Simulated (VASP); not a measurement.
Method: r2SCAN meta-GGA, VASP's PBE PAW potentials (set 64) (plane waves; VASP).

A VASP calculation is set up with these files.

POSCAR:
```
TiAl
1
   -0.0000000000     2.6331247111     2.6331247111
    2.6331247111     0.0000000000     2.6331247111
    2.6331247111     2.6331247111     0.0000000000
Ti Al
1 1
Direct
  0.0000000000   0.0000000000   0.0000000000
  0.5000000000   0.5000000000   0.5000000000
```

**KPOINTS**
```
Regular mesh
0
Gamma
13 13 13
0 0 0
```

### INCAR
```
SYSTEM = TiAl
PREC = Accurate
ENCUT = 400
EDIFF = 1E-7
NELM = 100
ALGO = Normal
LREAL = .FALSE.
LASPH = .TRUE.
ISMEAR = -5
METAGGA = R2SCAN
LMIXTAU = .TRUE.
LMAXMIX = 4
LWAVE = .FALSE.
LCHARG = .FALSE.
LORBIT = 11
NEDOS = 601
ISIF = 2
```

**KPOINTS_OPT**
```
k-points along high-symmetry lines
10
Line-mode
Reciprocal
  0.000000   0.000000   0.000000 ! GAMMA
  0.500000   0.000000   0.500000 ! X

  0.500000   0.000000   0.500000 ! X
  0.625000   0.250000   0.625000 ! U

  0.375000   0.375000   0.750000 ! K
  0.000000   0.000000   0.000000 ! GAMMA

  0.000000   0.000000   0.000000 ! GAMMA
  0.500000   0.500000   0.500000 ! L

  0.500000   0.500000   0.500000 ! L
  0.500000   0.250000   0.750000 ! W

  0.500000   0.250000   0.750000 ! W
  0.500000   0.000000   0.500000 ! X
```

POTCAR, in this order: Ti_sv Al (PBE.64 set). Program: vasp_std.

Task: Predict the energy per atom (σ→0), band gap (over mesh and band path).

Result: 
```
Item                                                                   Value
----------------------------------  ----------------------------------------
energy per atom (σ→0)                                         -9.586 eV/atom
band gap (over mesh and band path)  none (metal, semimetal or under 0.01 eV)
```

File OSZICAR:
```
...
DAV:  18    -0.191712744335E+02    0.46470E-05   -0.35074E-07  2249   0.649E-03    0.591E-04
DAV:  19    -0.191712748089E+02   -0.37539E-06   -0.15388E-08  1086   0.177E-03    0.350E-04
DAV:  20    -0.191712749322E+02   -0.12327E-06   -0.78302E-09  1017   0.112E-03    0.177E-04
DAV:  21    -0.191712755195E+02   -0.58738E-06   -0.43418E-09   981   0.103E-03    0.598E-05
DAV:  22    -0.191712752427E+02    0.27685E-06   -0.11648E-09   984   0.505E-04    0.368E-05
DAV:  23    -0.191712752299E+02    0.12814E-07   -0.14544E-10   975   0.130E-04
   1 F= -.19171275E+02 E0= -.19171275E+02  d E =0.000000E+00
       N       E                     dE             ncg
```

The structure was generated: TiAl was put into the rock salt type (Fm-3m), which need not be its known phase. It was relaxed first, which changed the volume by -35 %. The electron count is odd and the run is not spin-polarised, which forces a metal.
